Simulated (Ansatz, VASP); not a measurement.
# Ni (Ni(111)): VASP beside Ansatz, part 2 of 2

Aim: how closely do two programs agree when they are given the same cell, functional and k mesh?  Other levels of theory on this material are compared in a session of their own.

VASP 6.6.1 and Ansatz 0.2.0.

So far: The structure; VASP: single point, PBEsol.

### Step 3. Ansatz: single point, PBEsol

Level of this step: Ansatz beside VASP: Kohn-Sham DFT, plane waves, PBEsol (Ansatz).

Ansatz runs on its default PAW (the set named soft_2) files.

The same cell, functional, mesh and smearing now go to Ansatz, which takes its cutoff from its data sets.

Input file input.yaml:

```yaml
crystal:
  lattice:
    - [2.4890158698, 0.0, 0.0]
    - [1.2445079349, 2.1555509736, 0.0]
    - [0.0, 0.0, 30.1936376853]
  atoms:
    - { symbol: Ni, position: [0.0, 0.0, 0.2980760415], spin: 1.0 }
    - { symbol: Ni, position: [0.3333333333, 0.3333333333, 0.3653840277], spin: 1.0 }
    - { symbol: Ni, position: [0.6666666667, 0.6666666667, 0.4326920138], spin: 1.0 }
    - { symbol: Ni, position: [0.0, 0.0, 0.5], spin: 1.0 }
    - { symbol: Ni, position: [0.3333333333, 0.3333333333, 0.5673079862], spin: 1.0 }
    - { symbol: Ni, position: [0.6666666667, 0.6666666667, 0.6346159723], spin: 1.0 }
    - { symbol: Ni, position: [0.0, 0.0, 0.7019239585], spin: 1.0 }
hamiltonian:
  xc: pbesol
  pseudopotentials: { kind: paw }
magnetization:
  spin_polarized: true
kpoints:
  mp_grid: { grid: [12, 12, 1] }
scf:
  occupations: { method: methfessel_paxton, width: 0.1 }
  n_extra_bands: 10
efield:
  axis: 3
  dipole_correction: true
  ramp_width: 0.04
output:
  forces: true
  eigenvalues: true
```

Run with:

```console
$ ansatz run input.yaml --threads 4 --pin off --max-ram 9216MiB --backend cpu --events-out ev --progress --plain --runs-dir out
```

Numbers of over 12 decimals in the logs are rounded to 6 here.

Output:

```text
Warning: the band count 73 (scf.n_extra_bands) hosts the net moment |M| = 7.0000 μB (N_el = 126) but caps the reachable moment at 2·n_bands − N_el = 20.0000 μB, below the 80 bands that the automatic rule leaves for it — a moment growing past the seed, or the majority channel's smearing tail, pins there with fewer empty majority states than that count leaves; raise or omit scf.n_extra_bands unless the cap is intended
scf.n_extra_bands = 10 over 63 filled bands (N_el = 126.0): the run solves 73 bands
Engine: ansatz 0.2.0, aarch64-unknown-linux-gnu
Pseudopotentials: kind: paw
Pseudopotential: Ni, paw, valence charge 18, recommended cutoff 420 eV (normal), Ni.paw.azcp
Functional definition: PBEsol
  exchange = pbesol_x
  correlation = pbesol_c
Crystal: 7 atoms, lattice volume = 161.995 Å³
Basis set: ecut = 420 eV, 3035 PW (Γ), exchange–correlation on 36×36×432 points (8 copies of the dense FFT grid, shifted against one another)
Bands: 73, of which v1, the nominal top of the filled ones, is band 63 counted from 1 (62 counted from 0)
Symmetry: 6 space group operations
k-points: 19 of 144 (time reversal used)
Non-local potential: Ni, projectors of the file, l = 0: 3, l = 1: 2, l = 2: 3, l = 3: 1
PAW form: soft (Blöchl's): semilocal exchange-correlation on the pseudo side does not see the compensation charge
PAW frozen core: Ni, regenerated for the run's functional, and the local potential with it (the file was generated under x = pbe(κ = 0.804, μ = 0.219515), c = pbe(β = 0.066725))
PAW one-centre angular grid: Ni, 590 points (default); XC on 64 Gauss nodes
Initial density: superposition of atomic densities (neutral atoms: chi_scale 0, normalization atom)
Starting moments: Σ|m| = 7 μB on 7 of 7 sites
Initial wavefunctions: pseudopotential atomic-orbital guess
Functional: x = pbesol(κ = 0.804, μ = 0.123457), c = pbesol(β = 0.046)
SCF iter   1: F=—  HF=-40627.507161 eV  |F-HF|=—  |Δ(HF+E_count)|=         —  Δρ=3.10e-2 (↑2.25e-2 ↓3.10e-2)  dr2=5.32e0  dr2_m=1.31e-1  M=6.107 μB ∫|m|=6.476 μB  β_m=1.00  ethr=3.10e-3  p=0.000 e·Å  D=3.87e-13 V/Å  ΔV_dip=-0.00 eV  dr2_dipole=1.06e-7  V_vac-E_F(+/−)=7.25/7.25 eV  ⟨swp⟩=7.4  Hψ=12287  notcnv=0
Mixer restart at iter 1: flushing history
efield: sawtooth ramp at fractional position 0.9800 (placed from the atoms, in the widest stretch of the axis that holds none; the zero of the levels goes with the place), width 0.0400; the density the first Hamiltonian is built on has a dipole p = 0.000 e·Å; the dipole correction subtracts the counter field D = 3.87e-13 V/Å, which shifts the + side's vacuum level by -0.00 eV against the − side's; the planar-averaged density in the ramp window peaks in size at 1.4e-5 e/Å³
preconditioner: auto → LDOS  [metal: Δε(μ)=0.004 eV  Ē_g=5.284 eV  σ=0.100 eV  W_gap=0.02  n_scr=24 (ndim 8)  ℏωp=24.4 eV  f_vac=0.492  D(μ)=11.36/eV (n_scr^D=148)]
spin=Collinear: LDOS preconditioning applied to the charge; magnetization (m = ρ↑ − ρ↓) channel mixes plain (no charge-response kernel on spin).
SCF iter   2: F=—  HF=-40627.489795 eV  |F-HF|=—  |Δ(HF+E_count)|=   1.74e-2  Δρ=1.58e-2 (↑1.13e-2 ↓1.58e-2)  dr2=6.97e-1  dr2_m=4.14e-2  M=5.590 μB ∫|m|=6.236 μB  β_m=0.28  ethr=3.10e-3  p=-0.000 e·Å  D=-1.35e-5 V/Å  ΔV_dip=0.00 eV  dr2_dipole=2.14e-9  V_vac-E_F(+/−)=6.51/6.51 eV  ⟨swp⟩=2.2  Hψ=4906  notcnv=0  defer=73
density mixer auto → msr1: a metal under ldos (density of states about μ 3.54 of a free-electron gas's, 24 screened modes)
SCF iter   3: F=—  HF=-40629.495418 eV  |F-HF|=—  |Δ(HF+E_count)|=    2.01e0  Δρ=1.08e-2 (↑5.63e-3 ↓1.08e-2)  dr2=1.88e-1  dr2_m=5.47e-2  M=5.463 μB ∫|m|=6.099 μB  β_m=0.54  ethr=5.53e-4  p=0.000 e·Å  D=2.91e-6 V/Å  ΔV_dip=-0.00 eV  dr2_dipole=1.32e-8  V_vac-E_F(+/−)=6.17/6.17 eV  ⟨swp⟩=2.5  Hψ=4643  notcnv=0  defer=74
SCF iter   4: F=—  HF=-40632.436906 eV  |F-HF|=—  |Δ(HF+E_count)|=    2.94e0  Δρ=1.22e-2 (↑4.29e-3 ↓1.22e-2)  dr2=2.44e-1  dr2_m=3.48e-2  M=5.176 μB ∫|m|=5.830 μB  β_m=0.76  ethr=1.49e-4  p=-0.000 e·Å  D=-8.11e-7 V/Å  ΔV_dip=0.00 eV  dr2_dipole=2.78e-9  V_vac-E_F(+/−)=5.58/5.58 eV  ⟨swp⟩=3.4  Hψ=6513  notcnv=0  defer=75
SCF iter   5: F=—  HF=-40633.183997 eV  |F-HF|=—  |Δ(HF+E_count)|=   7.47e-1  Δρ=7.22e-3 (↑5.30e-3 ↓7.22e-3)  dr2=1.81e-1  dr2_m=1.60e-2  M=4.849 μB ∫|m|=5.491 μB  β_m=0.68  ethr=1.49e-4  p=0.000 e·Å  D=3.20e-7 V/Å  ΔV_dip=-0.00 eV  dr2_dipole=2.10e-7  V_vac-E_F(+/−)=5.25/5.25 eV  ⟨swp⟩=3.1  Hψ=5703  notcnv=0  defer=73
SCF iter   6: F=—  HF=-40633.121850 eV  |F-HF|=—  |Δ(HF+E_count)|=   6.21e-2  Δρ=3.97e-3 (↑3.97e-3 ↓3.45e-3)  dr2=4.40e-2  dr2_m=4.39e-3  M=4.779 μB ∫|m|=5.419 μB  β_m=0.63  ethr=1.44e-4  p=0.000 e·Å  D=8.90e-7 V/Å  ΔV_dip=-0.00 eV  dr2_dipole=4.11e-8  V_vac-E_F(+/−)=5.17/5.17 eV  ⟨swp⟩=2.3  Hψ=5153  notcnv=0  defer=82
SCF iter   7: F=—  HF=-40633.129623 eV  |F-HF|=—  |Δ(HF+E_count)|=   7.77e-3  Δρ=2.10e-3 (↑1.16e-3 ↓2.10e-3)  dr2=8.49e-3  dr2_m=1.25e-3  M=4.772 μB ∫|m|=5.421 μB  β_m=0.65  ethr=3.49e-5  p=-0.000 e·Å  D=-8.08e-6 V/Å  ΔV_dip=0.00 eV  dr2_dipole=3.44e-8  V_vac-E_F(+/−)=5.18/5.18 eV  ⟨swp⟩=2.7  Hψ=5255  notcnv=0  defer=82
[...]
SCF iter  19: F=—  HF=-40633.109755 eV  |F-HF|=—  |Δ(HF+E_count)|=   3.79e-6  S|Δr|=    0.00e0  Δρ=1.32e-4 (↑5.17e-5 ↓1.32e-4)  dr2=4.16e-5  dr2_m=5.21e-6  M=4.907 μB ∫|m|=5.565 μB  β_m=0.58  ethr=1.61e-8  p=0.000 e·Å  D=1.14e-5 V/Å  ΔV_dip=-0.00 eV  dr2_dipole=1.36e-6  V_vac-E_F(+/−)=5.19/5.19 eV  ⟨swp⟩=3.0  Hψ=5175  notcnv=0  defer=82
SCF iter  20: F=—  HF=-40633.109753 eV  |F-HF|=—  |Δ(HF+E_count)|=   1.38e-6  S|Δr|=    0.00e0  Δρ=8.20e-5 (↑1.20e-5 ↓8.20e-5)  dr2=1.02e-5  dr2_m=2.76e-6  M=4.908 μB ∫|m|=5.565 μB  β_m=0.68  ethr=1.61e-8  p=-0.000 e·Å  D=-1.67e-6 V/Å  ΔV_dip=0.00 eV  dr2_dipole=8.66e-9  V_vac-E_F(+/−)=5.19/5.19 eV  ⟨swp⟩=2.0  Hψ=3916  notcnv=0  defer=82
SCF iter  21: F=—  HF=-40633.109754 eV  |F-HF|=—  |Δ(HF+E_count)|=   9.85e-7  S|Δr|=    0.00e0  Δρ=9.67e-5 (↑3.80e-5 ↓9.67e-5)  dr2=2.23e-5  dr2_m=1.38e-6  M=4.908 μB ∫|m|=5.565 μB  β_m=0.58  ethr=8.08e-9  p=0.000 e·Å  D=4.18e-6 V/Å  ΔV_dip=-0.00 eV  dr2_dipole=7.60e-8  V_vac-E_F(+/−)=5.19/5.19 eV  ⟨swp⟩=2.1  Hψ=3845  notcnv=0  defer=82
SCF iter  22: F=—  HF=-40633.109754 eV  |F-HF|=—  |Δ(HF+E_count)|=   9.01e-7  S|Δr|=    0.00e0  Δρ=6.57e-5 (↑3.64e-5 ↓6.57e-5)  dr2=1.34e-5  dr2_m=3.58e-7  M=4.908 μB ∫|m|=5.565 μB  β_m=0.42  ethr=8.08e-9  p=-0.000 e·Å  D=-5.79e-7 V/Å  ΔV_dip=0.00 eV  dr2_dipole=3.00e-8  V_vac-E_F(+/−)=5.19/5.19 eV  ⟨swp⟩=2.0  Hψ=3644  notcnv=0  defer=82
SCF iter  23: F=—  HF=-40633.109753 eV  |F-HF|=—  |Δ(HF+E_count)|=   6.33e-7  S|Δr|=    0.00e0  Δρ=3.33e-5 (↑1.69e-5 ↓3.33e-5)  dr2=4.65e-6  dr2_m=1.81e-7  M=4.908 μB ∫|m|=5.565 μB  β_m=0.37  ethr=8.08e-9  p=0.000 e·Å  D=3.44e-7 V/Å  ΔV_dip=-0.00 eV  dr2_dipole=3.73e-10  V_vac-E_F(+/−)=5.19/5.19 eV  ⟨swp⟩=1.7  Hψ=3086  notcnv=0  defer=82
SCF iter  24: F=—  HF=-40633.109753 eV  |F-HF|=—  |Δ(HF+E_count)|=   7.84e-8  S|Δr|=    0.00e0  Δρ=1.05e-5 (↑1.05e-5 ↓9.70e-6)  dr2=5.78e-7  dr2_m=5.67e-8  M=4.908 μB ∫|m|=5.565 μB  β_m=0.50  ethr=3.69e-9  p=-0.000 e·Å  D=-8.34e-9 V/Å  ΔV_dip=0.00 eV  dr2_dipole=2.70e-10  V_vac-E_F(+/−)=5.19/5.19 eV  ⟨swp⟩=1.2  Hψ=2711  notcnv=0  defer=82
SCF iter  25: F=—  HF=-40633.109753 eV  |F-HF|=—  |Δ(HF+E_count)|=   2.51e-7  S|Δr|=    0.00e0  Δρ=1.17e-5 (↑4.32e-6 ↓1.17e-5)  dr2=2.68e-7  dr2_m=8.36e-8  M=4.908 μB ∫|m|=5.565 μB  β_m=0.75  ethr=4.59e-10  p=0.000 e·Å  D=7.47e-8 V/Å  ΔV_dip=-0.00 eV  dr2_dipole=7.19e-10  V_vac-E_F(+/−)=5.19/5.19 eV  ⟨swp⟩=1.9  Hψ=3589  notcnv=0  defer=82
SCF iter  26: F=—  HF=-40633.109753 eV  |F-HF|=—  |Δ(HF+E_count)|=   1.26e-7  S|Δr|=    0.00e0  Δρ=8.68e-6 (↑7.30e-6 ↓8.68e-6)  dr2=3.01e-7  dr2_m=8.98e-9  M=4.908 μB ∫|m|=5.565 μB  β_m=0.57  ethr=2.13e-10  p=-0.000 e·Å  D=-1.06e-6 V/Å  ΔV_dip=0.00 eV  dr2_dipole=5.21e-9  V_vac-E_F(+/−)=5.19/5.19 eV  ⟨swp⟩=2.1  Hψ=3877  notcnv=0  defer=82
SCF iter  27: F=-40633.109753 eV  HF=-40633.109753 eV  |F-HF|=5.80e-8  |Δ(HF+E_count)|=   3.08e-8  S|Δr|=    0.00e0  Δρ=5.41e-6 (↑2.71e-6 ↓5.41e-6)  dr2=7.46e-8  dr2_m=6.11e-9  M=4.908 μB ∫|m|=5.566 μB  ethr=7.94e-11  p=-0.000 e·Å  D=-3.01e-8 V/Å  ΔV_dip=0.00 eV  dr2_dipole=4.37e-10  V_vac-E_F(+/−)=5.19/5.19 eV  ⟨swp⟩=9.7  Hψ=14375  notcnv=0
SCF 1 converged in 27 iterations: F = -40633.109753 eV  dr2 = 7.46e-8
  greatest PAW one-centre occupation: 1.001 electrons in one spin orbital (limit 2), on the Ni atom at site 0 (counted from 0), in its partial waves of l = 1
this state was not tested for a lower state beside it, because cold or Methfessel-Paxton smearing, or corrected tetrahedra, fill the levels in a way that the test cannot read (fill_not_monotonic; see scf.lower_state_search)
SCF converged after 27 iterations
Magnetization: 4.9079 μB (65.4539 up, 60.5461 down)
Absolute magnetization: 5.5712 μB (∫|ρ↑−ρ↓|, with the PAW one-centre terms)
Spin contamination: 0.0616 ħ² per cell (⟨S²⟩ above its minimum at these occupations)
Per-site moments (μB) at R_I (Å): [(0.732754, 1.026719), (0.770327, 1.026719), (0.730890, 1.026719), (0.718035, 1.026719), (0.730884, 1.026719), (0.770321, 1.026719), (0.732751, 1.026719)]
Free energy (F): -40633.109753 eV
Harris-Foulkes:  -40633.109753 eV  (|F-HF|=5.80e-8)
Internal energy: -40633.107763 eV  (E = F + TS)
E sigma→0 (E₀):  -40633.109256 eV
Entropy (-TS):   -0.001990 eV (-0.284 meV/atom)
Fermi energy:    5.763485 eV
Dipole field:    D = -0.000031 V/Å  (p = -0.000028 e·Å, saw-weighted, corrected)
Work function:   Φ+ = 5.1925 eV   Φ− = 5.1915 eV
Levels:          The Fermi level and band energies are counted from a zero that moves with the ramp; work functions are not
--- Per-component energies (eV) ---
  E_band       = -3535.875528
  E_kinetic    = 1972.320196
  E_local      = -406222.315572  (includes V_loc(G=0)·N_el)
  E_nonlocal   = 4458.613737
  E_hartree    = 200340.682056
  E_xc         = -587.333935
  E_vxc        = -759.926111  (∫ρ·V_xc dr)
  E_paw        = -11165.762025  (= ΣΔE_a)
  E_vpaw       = -3666.029500  (= ΣTr[D̂ρ^β])
  E_aug_tail   = 0.003613  (compensation charges beyond the density's cutoff)
  E_efield     = 0.000000  (sawtooth field / dipole correction)
  E_vefield    = 0.000000  (∫n·V_field dr)
  E_ewald      = 170569.303144
  E_core_change = 1.381022  (= ΣΔE_core)
  E_smearing   = -0.001990  (= −TS)
  E_closure    = 0.000000  (closes the sum)
  Σ components = -40633.109753   (vs F -40633.109753, Δ=0.00e0)
--- Forces (eV/Å), atoms counted from 1 ---
  atom   1  Ni     0.00000000     0.00000000     0.50473114
  atom   2  Ni    -0.00000000    -0.00000000    -0.13520206
  atom   3  Ni    -0.00000000    -0.00000000    -0.04723981
  atom   4  Ni    -0.00000000     0.00000000    -0.00000961
  atom   5  Ni     0.00000000     0.00000000     0.04723808
  atom   6  Ni     0.00000000     0.00000000     0.13521362
  atom   7  Ni    -0.00000000    -0.00000000    -0.50473077
  max |Σ_I F_I| component: 5.93e-7 eV/Å
--- Band table (eV; the first three rows and the last of 38) ---
  k-point 0 ↑: bands = [... 59 lower, 4.4721, 4.4721, 4.6452, 4.6452, 4.8823, 4.8823, 5.0397, 5.0397, ... 6 higher]
  k-point 1 ↑: bands = [... 59 lower, 4.5054, 4.5131, 4.5764, 4.6037, 4.6578, 4.8747, 4.8856, 5.0410, ... 6 higher]
  k-point 2 ↑: bands = [... 59 lower, 4.3738, 4.4359, 4.5389, 4.6821, 4.7654, 4.8899, 5.0438, 5.1142, ... 6 higher]
  k-point 18 ↓: bands = [... 59 lower, 5.7655, 5.8605, 5.8605, 5.8656, 10.7240, 10.7311, 10.7311, 10.8108, ... 6 higher]
```

It took 29 s on 4 threads of Arm Neoverse V2, shared host; peak memory 0.7 GiB.

### Step 4. Comparison

Known differences besides the potentials themselves: the data sets hold 126 valence electrons in Ansatz (default PAW (the set named soft_2) files) and 70 in VASP; the cutoff is 420 eV in Ansatz and 350 eV in VASP (PREC = Normal); Ansatz makes its cores anew for this functional, VASP keeps those of its PBE data sets; VASP leaves aspherical gradient terms in its spheres out (LASPH is not set), Ansatz keeps them; site moments are counted in spheres of each program's own size. Total energies have different zeros and are not compared.

The two programs side by side:

| quantity | Ansatz | VASP | difference |
| --- | --- | --- | --- |
| total moment (μB) | 4.91 | 4.76 | +0.15 |
| moment on Ni2 (μB) | 0.77 | 0.72 | +0.05 |
| moment on Ni6 (μB) | 0.77 | 0.72 | +0.05 |
| moment on Ni3 (μB) | 0.73 | 0.69 | +0.05 |
| moment on Ni5 (μB) | 0.73 | 0.69 | +0.05 |
| moment on Ni1 (μB) | 0.73 | 0.68 | +0.05 |
| moment on Ni7 (μB) | 0.73 | 0.68 | +0.05 |
| moment on Ni4 (μB) | 0.72 | 0.67 | +0.05 |
| work function, lower of the two faces (eV) | 5.19 | 5.18 | +0.01 |
| work function, higher of the two faces (eV) | 5.19 | 5.18 | +0.02 |

Forces (eV/Å; atoms numbered as in POSCAR):

| atom | Ansatz x, y, z | VASP x, y, z |
| --- | --- | --- |
| Ni1 | 0.000, 0.000, 0.505 | 0.000, 0.000, 0.498 |
| Ni2 | 0.000, 0.000, -0.135 | 0.000, 0.000, -0.129 |
| Ni3 | 0.000, 0.000, -0.047 | 0.000, 0.000, -0.049 |
| Ni4 | 0.000, 0.000, 0.000 | 0.000, 0.000, 0.000 |
| Ni5 | 0.000, 0.000, 0.047 | 0.000, 0.000, 0.049 |
| Ni6 | 0.000, 0.000, 0.135 | 0.000, 0.000, 0.129 |
| Ni7 | 0.000, 0.000, -0.505 | 0.000, 0.000, -0.498 |

The forces differ by 2.8 meV/Å r.m.s., which is 1.8 % of the r.m.s. force of 0.16 eV/Å (both taken over all components). VASP's log warns that it found no field-free region in the vacuum, so its work functions are uncertain.

### Step 5. What came out

| Property | Result |
| --- | --- |
| r.m.s. force difference (single point, PBEsol) | 2.8 meV/Å |

**Reading.** The r.m.s. force difference is 2.8 meV/Å (single point, PBEsol), within the 12 meV/Å picked in this series as the mark of a large difference. 8 further runs of this series are not shown here. Such differences can come from data sets, numerical settings and the points named under the comparisons, not from the functional's error against experiment.

[Lines on the potential files, build, host, timing and source positions are cut from VASP's logs without a mark.]

[Logs are printed without paths, hosts, clocks, repeated set-up lines and the standing remarks that a program may print on its own settings, such as how far it seeks lower states.]

[Hosts, paths, dates, database ids (printed as entryN), source tags and the programs' standing remarks are cut or masked in the printed files.]
